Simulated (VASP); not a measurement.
Data:

```yaml
crystal:
  lattice:
    - [0.00000, 2.76294, 2.76294]
    - [2.76294, 0.00000, 2.76294]
    - [2.76294, 2.76294, 0.00000]
  atoms:
    - { symbol: Ag, position: [0.00000, 0.00000, 0.00000] }
    - { symbol: Cl, position: [0.50000, 0.50000, 0.50000] }
```

Calculation: vdW-DF-cx, VASP's PBE PAW potentials (set 64) (plane waves; VASP). Run with 520 eV cut-off, 8×8×8 Γ-centred mesh, Gaussian smearing of 0.050 eV, potentials Ag Cl.

Task: Give the stress tensor in GPa (positive for a compressed cell).

Result: 
```
-1.50   0.00   0.00
 0.00  -1.50   0.00
 0.00   0.00  -1.50
```
The pressure is its mean diagonal, -1.50 GPa.

The compound is AgCl in the rock salt structure. This cell is one point of a volume scan, at 1.03 of the reference volume.
